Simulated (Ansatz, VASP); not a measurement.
# C (Diamond) in two plane-wave programs

One calculation is typed for both programs; each brings its own data sets. How far apart do they land? The cell is taken from a series of runs on this material, whose earlier steps may have relaxed, scaled, displaced or heated it; both programs get it as it stands.

Method: plane waves, with VASP 6.6.1 beside it; dielectric response at PBE, in Ansatz 0.2.0.

## 1. The starting structure

The structure is cubic, space group Fd-3m (No. 227). The conventional cell has a = 3.567 Å, b = 3.567 Å, c = 3.567 Å, α = 90.00°, β = 90.00°, γ = 90.00°. Nearest to C lie 4 C at 1.54 Å.

Coordinates:

```cif
data_structure
_symmetry_space_group_name_H-M 'P 1'
_symmetry_Int_Tables_number 1
_cell_length_a 2.5221
_cell_length_b 2.5221
_cell_length_c 2.5221
_cell_angle_alpha 60.000
_cell_angle_beta 60.000
_cell_angle_gamma 60.000
_cell_volume 11.34
loop_
_atom_site_label
_atom_site_type_symbol
_atom_site_fract_x
_atom_site_fract_y
_atom_site_fract_z
_atom_site_occupancy
C1 C 0.75000 0.75000 0.75000 1
C2 C 0.50000 0.50000 0.50000 1
```

## 2. Ansatz: dielectric response, PBE

Ansatz runs on its default PAW (the set named soft_2) files.

The response to a field tests empty states and converges slowly with the mesh.

Contents of input.yaml:

```yaml
crystal:
  lattice:
    - [0.0, 1.78337, 1.78337]
    - [1.78337, 0.0, 1.78337]
    - [1.78337, 1.78337, 0.0]
  atoms:
    - { symbol: C, position: [0.75, 0.75, 0.75] }
    - { symbol: C, position: [0.5, 0.5, 0.5] }
kpoints:
  mp_grid: { grid: [11, 11, 11] }
scf:
  occupations: { method: fixed }
hamiltonian:
  xc: pbe
  pseudopotentials: { kind: paw }
dielectric: {}
```

Started as:

```console
$ ansatz run input.yaml --threads 4 --pin off --max-ram 8192MiB --backend cpu --events-out ev --progress --plain --runs-dir out
```

Numbers of over 12 decimals in the logs are rounded to 6 here.

The log of the run:

```text
Engine: ansatz 0.2.0, aarch64-unknown-linux-gnu
Pseudopotentials: kind: paw
Pseudopotential: C, paw, valence charge 4, recommended cutoff 420 eV (normal), C.paw.azcp
Functional definition: PBE
  parameter kappa = 0.804
  parameter beta = 0.066725
  exchange = pbe_x(kappa = kappa, mu = beta*pi^2/3)
  correlation = pbe_c(beta = beta)
Crystal: 2 atoms, lattice volume = 11.344 Å³
Basis set: ecut = 420 eV, 229 PW (Γ), exchange–correlation on 40×40×40 points (8 copies of the dense FFT grid, shifted against one another)
Bands: 8, of which v1, the nominal top of the filled ones, is band 4 counted from 1 (3 counted from 0)
Symmetry: 48 space group operations
k-points: 126 of 1331 (irreducible under 8 space group operations, time reversal used)
Non-local potential: C, projectors of the file, l = 0: 2, l = 1: 2, l = 2: 1
PAW form: soft (Blöchl's): semilocal exchange-correlation on the pseudo side does not see the compensation charge
PAW one-centre angular grid: C, 110 points (default); XC on 64 Gauss nodes
Initial density: superposition of atomic densities (neutral atoms: chi_scale 0, normalization atom), corrected by the library's trained network
Initial wavefunctions: pseudopotential atomic-orbital guess
Functional: x = pbe(κ = 0.804, μ = 0.219515), c = pbe(β = 0.066725)
SCF iter   1: F=—  HF=-501.615356 eV  |F-HF|=—  |Δ(HF+E_count)|=         —  Δρ=1.77e-3  dr2=9.57e-5  ethr=1.77e-3  ⟨swp⟩=3.9  Hψ=5948  notcnv=0  defer=209
preconditioner: auto → none  [insulator: Δε(μ)=4.144 eV  Ē_g=19.632 eV  n_scr=0 (ndim 8)  ℏωp=31.2 eV  f_vac=0.000  ε∞_Penn≈3.5]
SCF iter   2: F=—  HF=-501.615422 eV  |F-HF|=—  |Δ(HF+E_count)|=   6.54e-5  Δρ=8.77e-4  dr2=2.09e-5  ethr=1.20e-6  ⟨swp⟩=2.2  Hψ=2531  notcnv=0  defer=222
SCF iter   3: F=—  HF=-501.615476 eV  |F-HF|=—  |Δ(HF+E_count)|=   5.42e-5  Δρ=9.25e-5  dr2=6.35e-7  ethr=2.61e-7  ⟨swp⟩=2.1  Hψ=1635  notcnv=0  defer=177
SCF iter   4: F=—  HF=-501.615476 eV  |F-HF|=—  |Δ(HF+E_count)|=   1.90e-7  Δρ=2.19e-5  dr2=2.69e-8  ethr=7.93e-9  ⟨swp⟩=2.0  Hψ=1500  notcnv=0
SCF iter   5: F=—  HF=-501.615476 eV  |F-HF|=—  |Δ(HF+E_count)|=   7.32e-9  Δρ=4.74e-6  dr2=1.25e-9  ethr=3.36e-10  ⟨swp⟩=2.6  Hψ=1529  notcnv=0
SCF iter   6: F=-501.615476 eV  HF=-501.615476 eV  |F-HF|=2.27e-12  |Δ(HF+E_count)|=  4.38e-10  Δρ=5.05e-7  dr2=1.44e-11  ethr=1.25e-12  ⟨swp⟩=4.1  Hψ=3899  notcnv=0
SCF 1 converged in 6 iterations: F = -501.615476 eV  dr2 = 1.44e-11
  greatest PAW one-centre occupation: 0.644 electrons in one spin orbital (limit 2), on the C atom at site 1 (counted from 0), in its partial waves of l = 0
NSCF: frozen V_eff on 5 k-points
DFPT response loops at Γ: preconditioner auto → none (the input reference at scf.mixing.eps_inf says where Resta's filter doesn't serve); β = 0.50; Broyden in place of MSR1
── the response to a field inside a basis, on 12×12×12 k-points: an SCF that follows is theirs, and a resumed run solves both again ──
Bands: 5, of which v1, the nominal top of the filled ones, is band 4 counted from 1 (3 counted from 0)
k-points: 182 of 1728 (irreducible under 12 space group operations)
Initial density: handed on by an earlier stage of this run
Initial wavefunctions: pseudopotential atomic-orbital guess (no wavefunctions were taken with the density)
Eigensolver: Dense (182 Hₖ)
SCF iter   1: F=—  HF=-501.619791 eV  |F-HF|=—  |Δ(HF+E_count)|=         —  Δρ=7.85e-4  dr2=1.02e-5  ethr=1.00e-1
preconditioner: auto → none  [insulator: Δε(μ)=4.365 eV  Ē_g=15.995 eV  n_scr=0 (ndim 8)  ℏωp=31.2 eV  f_vac=0.000  ε∞_Penn≈4.8]
SCF iter   2: F=—  HF=-501.619800 eV  |F-HF|=—  |Δ(HF+E_count)|=   8.90e-6  Δρ=3.91e-4  dr2=2.30e-6  ethr=1.27e-7
SCF iter   3: F=-501.619804 eV  HF=-501.619804 eV  |F-HF|=1.52e-8  |Δ(HF+E_count)|=   3.60e-6  Δρ=2.27e-5  dr2=8.92e-9  ethr=2.88e-8
SCF 1 converged in 3 iterations: F = -501.619804 eV  dr2 = 8.92e-9
DFPT response loops at Γ: mixed as the last ones told, above
SCF converged after 6 iterations
Free energy (F): -501.615476 eV
Harris-Foulkes:  -501.615476 eV  (|F-HF|=2.27e-12)
Internal energy: -501.615476 eV  (E = F + TS)
E sigma→0 (E₀):  -501.615476 eV
Fermi energy:    13.316468 eV
--- Per-component energies (eV) ---
  E_band       = 34.706620
  E_kinetic    = 184.535938
  E_local      = -122.400169  (includes V_loc(G=0)·N_el)
  E_nonlocal   = 53.316564
  E_hartree    = 26.768534
  E_xc         = -97.431394
  E_vxc        = -120.957097  (∫ρ·V_xc dr)
  E_paw        = -198.443602  (= ΣΔE_a)
  E_vpaw       = -13.325670  (= ΣTr[D̂ρ^β])
  E_aug_tail   = 0.000018  (compensation charges beyond the density's cutoff)
  E_ewald      = -347.961363
  E_smearing   = -0.000000  (= −TS)
  E_closure    = -0.000000  (closes the sum)
  Σ components = -501.615476   (vs F -501.615476, Δ=0.00e0)
--- Band table (eV; the first three rows and the last of 126) ---
  k-point 0: bands = ["-8.1626", "13.3165", "13.3165", "13.3165", "18.9104", "18.9104", "18.9104", "26.5945"]
  k-point 1: bands = ["-7.9338", "11.8896", "12.9387", "12.9387", "19.4055", "19.4055", "19.7282", "26.7927"]
  k-point 2: bands = ["-7.2511", "9.0504", "12.1531", "12.1531", "20.4251", "20.4251", "20.8734", "27.3559"]
  k-point 125: bands = ["0.6519", "1.8260", "4.4047", "5.9884", "22.4582", "24.6234", "25.9138", "26.2991"]
--- Dielectric response (ions clamped): 3 representative field directions + reference, inside a basis on a mesh of 1728 k-points (Σ response iterations 12) ---
  ε∞ (high-frequency dielectric tensor):
        5.843959    -0.000000     0.000000
       -0.000000     5.843959     0.000000
        0.000000     0.000000     5.843959
  Born effective charges Z* (e; rows j = field, columns β = displacement):
    site 0:
        -0.00000    0.00000   -0.00000
         0.00000   -0.00000   -0.00000
         0.00000    0.00000   -0.00000
    site 1:
         0.00000   -0.00000    0.00000
        -0.00000    0.00000    0.00000
        -0.00000    0.00000    0.00000
  Z* charge neutrality: 6.426e-4 e pre-enforcement
  solved inside a basis spanned on kpoints, on 12×12×12 k-points, its susceptibility summed on 16×16×16: ε∞ is read to err by 1.6e-2, Z* by 4.5e-3 e (field_mesh: kpoints solves on kpoints)
```

(Part 1 of 2 ends here.)

[Lines on the potential files, build, host, timing and source positions are cut from VASP's logs without a mark.]

[Logs are printed without paths, hosts, clocks, repeated set-up lines and the standing remarks that a program may print on its own settings, such as how far it seeks lower states.]

[Hosts, paths, dates, database ids (printed as entryN), source tags and the programs' standing remarks are cut or masked in the printed files.]
